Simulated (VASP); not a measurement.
# MoS2: structure and properties in VASP, part 4 of 4

Wanted: the relaxed cell of MoS2 and its properties. The start is a cell from a database of measured crystal structures.

VASP 6.6.1; r2SCAN with rVV10; plane waves and PAW (Mo_sv, S).

So far, gap on the k-mesh (eV): step 2 (full relaxation (r2SCAN + rVV10)) 1.15; step 6 (total and projected DOS (r2SCAN + rVV10)) 1.04. The relaxed cell has a = 3.175, c = 18.483 Å (conventional setting).

**7. Zone-centre phonons (r2SCAN + rVV10)**

Zone-centre modes test whether the atoms sit at a minimum within this cell. IBRION = 6 takes the force constants from differences of forces between displaced cells, so the forces must be tight.

Input file INCAR:

```
SYSTEM = MoS2
PREC = Accurate
ENCUT = 400
EDIFF = 1E-08
NELM = 100
ISMEAR = 0
SIGMA = 0.05
LREAL = .FALSE.
ALGO = Normal
METAGGA = R2SCAN
LUSE_VDW = .TRUE.
IVDW_NL = 2
BPARAM = 11.95
CPARAM = 0.0093
LASPH = .TRUE.
NBANDS = 19
LORBIT = 11
LWAVE = .FALSE.
LCHARG = .FALSE.
KPAR = 2
IBRION = 6
NFREE = 2
POTIM = 0.015
ISIF = 2
NSW = 1
```

Input file POSCAR:

```
MoS2
1.0
    1.5873113715      2.7493039429      0.0000000000
   -1.5873113715      2.7493039429      0.0000000000
    0.0000000000     -1.8328692952      6.1609996611
Mo S
1 2
Direct
    0.0001049069      0.0001049069      0.0003147208
    0.2493318167      0.2493318167      0.7479954501
    0.4175632764      0.4175632764      0.2526898291
```

Input file KPOINTS:

```
Automatic mesh
0
Gamma
16 16 16
0 0 0
```

Potentials, in the order of the species: Mo_sv and S (PBE family, release 64).

Run with:

```console
$ mpirun -np 2 vasp_std
```

What it wrote:

```text
[... set-up lines as in an earlier step ...]
 entering main loop
       N       E                     dE             d eps       ncg     rms          rms(c)
Total rVV10 correction in eV:      0.4640405    26.9334324
Total rVV10 correction in eV:      0.4640405    26.9334324
DAV:   1     0.123368615108E+03    0.12337E+03   -0.12114E+04 16342   0.109E+03
DAV:   2    -0.484669482138E+02   -0.17184E+03   -0.16797E+03 19985   0.298E+02
DAV:   3    -0.541676659212E+02   -0.57007E+01   -0.56560E+01 19292   0.514E+01
DAV:   4    -0.542266665029E+02   -0.59001E-01   -0.58972E-01 19942   0.557E+00
DAV:   5    -0.542274126294E+02   -0.74613E-03   -0.74609E-03 19189   0.596E-01    0.273E+01
Total rVV10 correction in eV:      0.4625844    26.9334320
Total rVV10 correction in eV:      0.4625844    26.9334320
DAV:   6    -0.447265728900E+02    0.95008E+01   -0.11637E+01 17184   0.270E+01    0.909E+00
Total rVV10 correction in eV:      0.4640223    26.9334320
Total rVV10 correction in eV:      0.4640223    26.9334320
DAV:   7    -0.445758956007E+02    0.15068E+00   -0.22786E+00 16575   0.952E+00    0.517E+00
Total rVV10 correction in eV:      0.4682812    26.9334320
Total rVV10 correction in eV:      0.4682812    26.9334320
DAV:   8    -0.445470249854E+02    0.28871E-01   -0.41754E-01 18177   0.407E+00    0.237E+00
Total rVV10 correction in eV:      0.4720748    26.9334320
Total rVV10 correction in eV:      0.4720748    26.9334320
DAV:   9    -0.445496100424E+02   -0.25851E-02   -0.39559E-02 18109   0.139E+00    0.360E-01
Total rVV10 correction in eV:      0.4726469    26.9334320
Total rVV10 correction in eV:      0.4726469    26.9334320
DAV:  10    -0.445488136254E+02    0.79642E-03   -0.67103E-03 17985   0.576E-01    0.238E-01
Total rVV10 correction in eV:      0.4730853    26.9334320
Total rVV10 correction in eV:      0.4730853    26.9334320
DAV:  11    -0.445488421954E+02   -0.28570E-04   -0.49566E-04 18088   0.151E-01    0.105E-01
Total rVV10 correction in eV:      0.4731553    26.9334320
Total rVV10 correction in eV:      0.4731553    26.9334320
DAV:  12    -0.445488321377E+02    0.10058E-04   -0.82854E-05 18345   0.630E-02    0.595E-02
Total rVV10 correction in eV:      0.4735548    26.9334320
Total rVV10 correction in eV:      0.4735548    26.9334320
DAV:  13    -0.445488490423E+02   -0.16905E-04   -0.60757E-05 17622   0.665E-02    0.955E-03
Total rVV10 correction in eV:      0.4735390    26.9334320
Total rVV10 correction in eV:      0.4735390    26.9334320
DAV:  14    -0.445488486571E+02    0.38525E-06   -0.21909E-06 18902   0.108E-02    0.647E-03
Total rVV10 correction in eV:      0.4735566    26.9334320
Total rVV10 correction in eV:      0.4735566    26.9334320
DAV:  15    -0.445488486128E+02    0.44288E-07   -0.26056E-07 18117   0.413E-03    0.361E-03
Total rVV10 correction in eV:      0.4735612    26.9334320
Total rVV10 correction in eV:      0.4735612    26.9334320
DAV:  16    -0.445488486011E+02    0.11712E-07   -0.14316E-08 12693   0.901E-04    0.170E-03
Total rVV10 correction in eV:      0.4735622    26.9334320
Total rVV10 correction in eV:      0.4735622    26.9334320
DAV:  17    -0.445488485753E+02    0.25711E-07   -0.30284E-09 10755   0.461E-04    0.690E-04
Total rVV10 correction in eV:      0.4735624    26.9334320
Total rVV10 correction in eV:      0.4735624    26.9334320
DAV:  18    -0.445488485682E+02    0.71036E-08   -0.19069E-09 10149   0.262E-04
Total rVV10 correction in eV:      0.4735622    26.9334320
Total rVV10 correction in eV:      0.4735622    26.9334320
Total rVV10 correction in eV:      0.4735623    26.9334320
Total rVV10 correction in eV:      0.4735623    26.9334320
   1 F= -.44548849E+02 E0= -.44548849E+02  d E =-.620511E-20
[...]
2 F= -.44546508E+02 E0= -.44546508E+02  d E =-.362732E-21
[...]
3 F= -.44546508E+02 E0= -.44546508E+02  d E =-.362538E-21
[...]
4 F= -.44545211E+02 E0= -.44545211E+02  d E =-.387829E-20
[...]
5 F= -.44545495E+02 E0= -.44545495E+02  d E =-.243265E-19
 Finite differences progress:
  Degree of freedom:   2/  6
  Displacement:        2/  2
  Total:               4/ 12
[...]
N       E                     dE             d eps       ncg     rms          rms(c)
Total rVV10 correction in eV:      0.4735676    26.9334322
Total rVV10 correction in eV:      0.4735676    26.9334322
DAV:   1    -0.445353306916E+02    0.10165E-01   -0.14699E+00 77976   0.124E+01    0.358E-01
Total rVV10 correction in eV:      0.4735758    26.9334320
Total rVV10 correction in eV:      0.4735758    26.9334320
DAV:   2    -0.445477026428E+02   -0.12372E-01   -0.62568E-02 80910   0.209E+00    0.127E-01
Total rVV10 correction in eV:      0.4735699    26.9334320
Total rVV10 correction in eV:      0.4735699    26.9334320
DAV:   3    -0.445476872011E+02    0.15442E-04   -0.76267E-04100563   0.233E-01    0.773E-02
Total rVV10 correction in eV:      0.4735656    26.9334320
Total rVV10 correction in eV:      0.4735656    26.9334320
DAV:   4    -0.445476959843E+02   -0.87832E-05   -0.29684E-04 89461   0.116E-01    0.448E-02
Total rVV10 correction in eV:      0.4735635    26.9334320
Total rVV10 correction in eV:      0.4735635    26.9334320
```

Run time: 2.3 h. Hardware: 2 MPI ranks of AMD EPYC 7R43, shared host.

The run was cut off at its time limit.

More ranks or a longer limit might have been enough; this was not tried.

**8. Results**

```json
{
  "relaxed volume": "17.92 Å³/atom",
  "relaxed conventional cell a, b, c": "3.175, 3.175, 18.483 Å; angles 90.0, 90.0, 120.0°",
  "space group after relaxing, within 0.02 Å": "R3m (No. 160)",
  "band gap": "1.01 eV, indirect (least direct gap of that run 1.81 eV)",
  "gap among the points of the DOS mesh alone, an upper bound": "1.04 eV"
}
```

In words: With r2SCAN + rVV10, MoS2 relaxes to 17.92 Å³/atom in space group R3m (held by the symmetry of the run) and has an indirect gap of 1.01 eV. Against the listed cell the volume lies +1.1 % (a +0.5 %, c +0.2 %). Not obtained: zone-centre phonons (r2SCAN + rVV10), because the run hit its time limit. Bands along the symmetry lines (r2SCAN + rVV10): The path shows an indirect gap of 1.01 eV (valence top at Z, conduction bottom between Γ and X). The least direct gap is 1.81 eV. Semilocal functionals usually underestimate gaps. Spin-orbit coupling is left out; it would split some degenerate bands. No search among competing phases was made, and a listed structure need not be the one stable at ambient conditions. All values are for a static lattice at zero temperature.

[Lines on the potential files, build, host, timing and source positions are cut from VASP's logs without a mark.]

[Logs are printed without paths, hosts, clocks, repeated set-up lines and the standing remarks that a program may print on its own settings, such as how far it seeks lower states.]

[Hosts, paths, dates, database ids (printed as entryN), source tags and the programs' standing remarks are cut or masked in the printed files.]

[A measured line is paired with the nearest computed mode of its activity, which favours agreement.]

[In band tables of VASP the shares of atoms and orbitals are scaled to a sum of 1 inside the atoms' spheres.]
